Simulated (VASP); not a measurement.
# Cs2As6Se (P1) in VASP: single point with r2SCAN

Aim: the single point of Cs2As6Se with r2SCAN.

All numbers are computed with VASP 6.6.1; they aren't measurements. Logs are shortened: lines on timing, memory, paths and dates and some standing lists are left out, and cuts for length are marked.

## Step 1: The crystal as given

The typed cell holds 9 atoms: a = 6.928 Å, b = 6.929 Å, c = 6.994 Å, α = 60.05°, β = 60.30°, γ = 60.22°.

The cell was built by a generator and needn't be a form met in nature.

## Step 2: Single point, r2SCAN

POSCAR reads:

```
Cs2As6Se
1.0
   -0.0073262600      4.9070090900      4.8900463100
    4.9174133300      0.0014191300      4.8813009200
    4.9549630700      4.9358124300     -0.0361306200
Se Cs As
1 2 6
Direct
    0.0061360000      0.9930170000      0.9956010000
    0.2420780000      0.2657220000      0.2279450000
    0.7514720000      0.7552210000      0.7395080000
    0.7846390000      0.2175520000      0.2500080000
    0.2254030000      0.7549950000      0.2440700000
    0.2432230000      0.7581930000      0.7620330000
    0.7613330000      0.2504050000      0.7692350000
    0.2142740000      0.2173340000      0.7810000000
    0.7602060000      0.7628280000      0.2465080000
```

INCAR.step1 reads:

```
PREC = Accurate ; ENCUT = 520
ISMEAR = -5 ; SIGMA = 0.1
LREAL = False ; LASPH = True
NELM = 100 ; GGA = PE
ALGO = Normal ; EDIFF = 1E-4
LWAVE = True ; LCHARG = False
```

INCAR.step2 reads:

```
PREC = Accurate ; ENCUT = 520
EDIFF = 1E-6 ; ISMEAR = -1
SIGMA = 0.1 ; LREAL = False
LASPH = True ; NELM = 100
ALGO = Normal ; ISIF = 2
LWAVE = False ; LCHARG = False
METAGGA = R2SCAN ; LMIXTAU = True
LORBIT = 11 ; ISTART = 1
```

KPOINTS reads:

```
Automatic mesh
0
Gamma
  3 3 3
  0 0.5 0
```

Potentials or basis: VASP PAW PBE potentials, release 64 (Se, Cs_sv, As).

The run is started by

```console
cat potpaw_PBE.64/Se/POTCAR potpaw_PBE.64/Cs_sv/POTCAR potpaw_PBE.64/As/POTCAR > POTCAR
cp INCAR.step1 INCAR
mpirun -np 1 vasp_std > vasp.out
cp INCAR.step2 INCAR
mpirun -np 1 vasp_std > vasp.out
```

OUTCAR:

```text
PREC = Accurate
   ENCUT = 520
   EDIFF = 1E-6
   ISMEAR = -1
   LREAL = False
   LASPH = True
   NELM = 100
   ISIF = 2
   METAGGA = R2SCAN
   LORBIT = 11
   ISTART = 1

 ion  position               nearest neighbor table
   1  0.006  0.993  0.996-   8 2.12   5 2.30   6 2.31   7 2.32   9 2.34   4 2.37
   2  0.242  0.266  0.228-
   3  0.751  0.755  0.740-
   4  0.785  0.218  0.250-   1 2.37
   5  0.225  0.755  0.244-   1 2.30
   6  0.243  0.758  0.762-   1 2.31
   7  0.761  0.250  0.769-   1 2.32
   8  0.214  0.217  0.781-   1 2.12
   9  0.760  0.763  0.247-   1 2.34

  LATTYP: Found a triclinic cell.
 ALAT       =    12.0354563332
 B/A-ratio  =     0.5755974992
 C/A-ratio  =     0.8208954052
 COS(alpha) =     0.0020969884
 COS(beta)  =     0.4153731693
 COS(gamma) =     0.8632592521

  Lattice vectors:

 A1 = (  -4.9696155900,   4.8782057500,   9.8162232400)
 A2 = (  -0.0073262600,   4.9070090900,   4.8900463100)
 A3 = (  -9.8797026600,  -0.0302224700,   0.0448760100)

Analysis of symmetry for initial positions (statically):
=====================================================================
 Subroutine PRICEL returns:
 Original cell was already a primitive cell.

 Routine SETGRP: Setting up the symmetry group for a
 triclinic supercell.

 Subroutine GETGRP returns: Found  1 space group operations
 (whereof  1 operations were pure point group operations)
 out of a pool of  2 trial point group operations.

The static configuration has the point symmetry C_1 .

Analysis of symmetry for dynamics (positions and initial velocities):
=====================================================================
 Subroutine PRICEL returns:
 Original cell was already a primitive cell.

 Routine SETGRP: Setting up the symmetry group for a
 triclinic supercell.

 Subroutine GETGRP returns: Found  1 space group operations
 (whereof  1 operations were pure point group operations)
 out of a pool of  2 trial point group operations.

The dynamic configuration has the point symmetry C_1 .

 Subroutine INISYM returns: Found  1 space group operations
 (whereof  1 operations are pure point group operations),
 and found     1 'primitive' translations

----------------------------------------------------------------------------------------

                                     Primitive cell

  volume of cell :     238.3866

  direct lattice vectors                    reciprocal lattice vectors
    -0.007326260  4.907009090  4.890046310    -0.101067935  0.102205155  0.101785933
     4.917413330  0.001419130  4.881300920     0.101992516 -0.101640522  0.102145902
     4.954963070  4.935812430 -0.036130620     0.100448820  0.101021387 -0.101221321

  length of vectors
     6.927578567  6.928784493  6.993940863     0.176127787  0.176541934  0.174759955

  position of ions in fractional coordinates (direct lattice)
     0.006136000  0.993017000  0.995601000
     0.242078000  0.265722000  0.227945000
     0.751472000  0.755221000  0.739508000
     0.784639000  0.217552000  0.250008000
     0.225403000  0.754995000  0.244070000
     0.243223000  0.758193000  0.762033000
     0.761333000  0.250405000  0.769235000
     0.214274000  0.217334000  0.781000000
     0.760206000  0.762828000  0.246508000

  ion indices of the primitive-cell ions
   primitive index   ion index
                 1           1
                 2           2
                 3           3
                 4           4
                 5           5
                 6           6
                 7           7
                 8           8
                 9           9

----------------------------------------------------------------------------------------

 KPOINTS: Automatic mesh

Automatic generation of k-mesh.
 Grid dimensions read from file:
 generate k-points for:    3    3    3

 Generating k-lattice:

  Cartesian coordinates                     Fractional coordinates (reciprocal lattice)
    -0.033689312  0.034068385  0.033928644     0.333333333  0.000000000  0.000000000
     0.033997505 -0.033880174  0.034048634     0.000000000  0.333333333  0.000000000
     0.033482940  0.033673796 -0.033740440     0.000000000  0.000000000  0.333333333

  Length of vectors
     0.058709262  0.058847311  0.058253318

  Shift w.r.t. Gamma in fractional coordinates (k-lattice)
     0.000000000  0.500000000  0.000000000

 Subroutine IBZKPT returns following result:
 ===========================================

 Found     14 irreducible k-points:

 Following reciprocal coordinates:
            Coordinates               Weight
  0.000000  0.166667 -0.000000      2.000000
  0.333333  0.166667  0.000000      2.000000
 -0.333333  0.166667 -0.000000      2.000000
  0.000000  0.500000 -0.000000      1.000000
  0.333333  0.500000  0.000000      2.000000
 -0.000000  0.166667  0.333333      2.000000
  0.333333  0.166667  0.333333      2.000000
 -0.333333  0.166667  0.333333      2.000000
  0.000000  0.500000  0.333333      2.000000
  0.333333  0.500000  0.333333      2.000000
 -0.333333  0.500000  0.333333      2.000000
 -0.000000 -0.166667  0.333333      2.000000
  0.333333 -0.166667  0.333333      2.000000
 -0.333333 -0.166667  0.333333      2.000000
   k-points           NKPTS =     14   k-points in BZ     NKDIM =     14   number of bands    NBANDS=     32
   number of dos      NEDOS =    301   number of ions     NIONS =      9
   total plane-waves  NPLWV = 157464
   dimension x,y,z NGX =    54 NGY =   54 NGZ =   54
   dimension x,y,z NGXF=   108 NGYF=  108 NGZF=  108
   ions per type =               1   2   6
   NGX,Y,Z   is equivalent  to a cutoff of  12.96, 12.96, 12.84 a.u.
   NGXF,Y,Z  is equivalent  to a cutoff of  25.92, 25.91, 25.67 a.u.
 SYSTEM =  unknown system
   PREC   = accura    normal or accurate (medium, high low for compatibility)
   ISTART =      1    job   : 0-new  1-cont  2-samecut
   ICHARG =      0    charge: 1-file 2-atom 10-const
   ISPIN  =      1    spin polarized calculation?
   LNONCOLLINEAR =      F non collinear calculations
   LSORBIT =      F    spin-orbit coupling
   LASPH  =      T    aspherical Exc in radial PAW
   ENCUT  =  520.0 eV  38.22 Ry    6.18 a.u.  12.88 12.88 13.00*2*pi/ulx,y,z
   NELM   =    100;   NELMIN=  2; NELMDL=  0     # of ELM steps
   EDIFF  = 0.1E-05   stopping-criterion for ELM
   LREAL  =      F    real-space projection
   EDIFFG = 0.1E-04   stopping-criterion for IOM
   NSW    =      0    number of steps for IOM
   IBRION =     -1    ionic relax: 0-MD 1-quasi-New 2-CG
   NFREE  =      0    steps in history (QN), initial steepest desc. (CG)
   ISIF   =      2    stress and relaxation
   ISYM   =      2    0-nonsym 1-usesym 2-fastsym
   POTIM  = 0.5000    time-step for ionic-motion
   TEBEG  =    0.0;   TEEND  =   0.0 temperature during run
   PSTRESS=    0.0 pullay stress
   NELECT =      54.0000    total number of electrons
   NUPDOWN=      -1.0000    fix difference up-down
   EMIN   =  10.00;   EMAX   =-10.00  energy-range for DOS
   EFERMI =   0.00;   METHOD = LEGACY
   ISMEAR =    -1;   SIGMA  =   0.10  broadening in eV -4-tet -1-fermi 0-gaus
   EFERMI_NEDOS =   21; number of points for ismear=-14 and -15
   IALGO  =     38    algorithm
   IMIX   =      4    mixing-type and parameters
     AMIX     =   0.40;   BMIX     =  1.00
     AMIX_MAG =   1.60;   BMIX_MAG =  1.00
  volume/ion in A,a.u.               =      26.49       178.75
  Fermi-wavevector in a.u.,A,eV,Ry     =   0.997958  1.885867 13.550310  0.995920
  Thomas-Fermi vector in A             =   2.130149
   LORBIT       =     11    0 simple, 1 ext, 2 COOP (PROOUT), +10 PAW based schemes
   METAGGA = R2SCAN    functional components
   LHFCALC =     F    Hartree Fock is set to
   AEXX    =    0.0000 exact exchange contribution
   IVDW    =     0    specifies the selected vdW correction
   LEPSILON=     F    determine dielectric tensor
   LRPA    =     F    only Hartree local field effects (RPA)
 non-spin polarized calculation
  energy-cutoff  :      520.00
  volume of cell :      238.39
 maximum number of plane-waves:      6445
 NGX is ok and might be reduce to    54

 number of electron      53.9999999 magnetization

 Free energy of the ion-electron system (eV)
  ---------------------------------------------------
  ext. energy  EPLUGINS =         0.00000000
  ---------------------------------------------------
  free energy    TOTEN  =      -144.33137658 eV

  energy without entropy =     -144.06846137  energy(sigma->0) =     -144.19991897

 E-fermi :   3.4837     XC(G=0):  -9.8650

 val. band max:        3.4343026124   @ k =   0.3333  -0.1667   0.3333
 cond. band min:       3.4850353048   @ k =   0.3333   0.5000   0.0000
 fundamental gap:      0.0507326925
 Fermi energy:         3.4837365556

 k-point     1 :       0.0000    0.1667   -0.0000
  band No.  band energies     occupation
      1     -18.1060      2.00000
      2     -18.0293      2.00000
      3     -14.9999      2.00000
      4      -9.0389      2.00000
      5      -8.5463      2.00000
      6      -8.4810      2.00000
[... 24 lines left out ...]
     31       5.1546      0.00000
     32       5.2781      0.00000
[... 424 lines left out ...]
      2     -18.0389      2.00000
      3     -15.0171      2.00000
      4      -9.1505      2.00000
      5      -8.7065      2.00000
      6      -8.5516      2.00000
[... 24 lines left out ...]
     31       4.5685      0.00004
     32       4.6493      0.00002

------------------------ aborting loop because EDIFF is reached ----------------------------------------

  FORCE on cell =-STRESS in cart. coord.  units (eV):
  Direction    XX          YY          ZZ          XY          YZ          ZX
  --------------------------------------------------------------------------------------
  -------------------------------------------------------------------------------------
  Total       12.5067110     14.0640575     21.0399625      1.2792766     -2.3733206     -0.7183943
  in kB       84.0566228     94.5234259    141.4079357      8.5979174    -15.9509012     -4.8282716
  external PRESSURE =     106.6626615 kB  Pullay stress =       0.0000000 kB

 VOLUME and BASIS-vectors are now :
 -----------------------------------------------------------------------------
  energy-cutoff  :      520.00
  volume of cell :      238.39
      direct lattice vectors                 reciprocal lattice vectors
    -0.007326260  4.907009090  4.890046310    -0.101067935  0.102205155  0.101785933
     4.917413330  0.001419130  4.881300920     0.101992516 -0.101640522  0.102145902
     4.954963070  4.935812430 -0.036130620     0.100448820  0.101021387 -0.101221321

 POSITION                                       TOTAL-FORCE (eV/Angst)
 -----------------------------------------------------------------------------------
      9.81620      4.94562      4.84125        -0.609764     -0.298940     -2.800387
      2.43435      2.31335      2.47261         0.026802      0.855155      0.025702
      7.37246      7.33862      7.33447         0.596064      0.503674     -0.194404
      2.30283      5.08453      4.88982         2.032546     -0.126497     -0.186728
      4.92033      2.31181      4.77877         0.532418      2.399946     -0.048862
      7.50241      4.95583      4.86281        -2.580139     -0.325833      0.522221
      5.03730      7.53302      4.91746        -0.248987     -2.465659      0.347586
      4.93698      4.90662      2.08046        -0.121599     -0.628424      5.008361
      4.96701      4.94814      7.43213         0.372659      0.086577     -2.673490
 -----------------------------------------------------------------------------------
    total drift:                                0.000060     -0.000422      0.000762

  FREE ENERGIE OF THE ION-ELECTRON SYSTEM (eV)
  ---------------------------------------------------
  free  energy   TOTEN  =      -144.3313765795 eV

  energy  without entropy=     -144.0684613679  energy(sigma->0) =     -144.19991897

 total charge

# of ion       s       p       d       tot
------------------------------------------
    1        1.452   2.357   0.361   4.169
    2        1.867   4.693   0.104   6.664
    3        1.867   4.694   0.103   6.664
    4        1.316   1.356   0.032   2.704
    5        1.315   1.378   0.036   2.728
    6        1.310   1.388   0.033   2.732
    7        1.314   1.374   0.033   2.721
    8        1.316   1.434   0.057   2.807
    9        1.318   1.359   0.033   2.709
--------------------------------------------------
tot         13.076  20.032   0.791  33.899
```

It took 5.3 min on 1 thread of Intel Xeon Platinum 8488C (Sapphire Rapids), shared host; peak memory 0.48 GiB.

Results:

```yaml
Free_energy: -144.3314 eV
Pressure: 10.7 GPa
Largest_force: 5.049 eV/Å
Band_gap_on_the_k_mesh: none (metal or under the smearing width)
Valence_electrons_inside_the_program's_atomic_spheres: Se 4.17; Cs 6.66; As 2.70, 2.73, 2.72, 2.81, 2.71
```

Forces in eV/Å, atoms in the order of the input:
```
Se  -0.610 -0.299 -2.800
Cs   0.027  0.855  0.026
Cs   0.596  0.504 -0.194
As   2.033 -0.126 -0.187
As   0.532  2.400 -0.049
As  -2.580 -0.326  0.522
As  -0.249 -2.466  0.348
As  -0.122 -0.628  5.008
As   0.373  0.087 -2.673
```

Caveat: the k mesh is coarse (spacing up to 0.37 Å⁻¹), so the values aren't converged; the PAW data sets were made with another functional, which shifts forces and pressure a little.
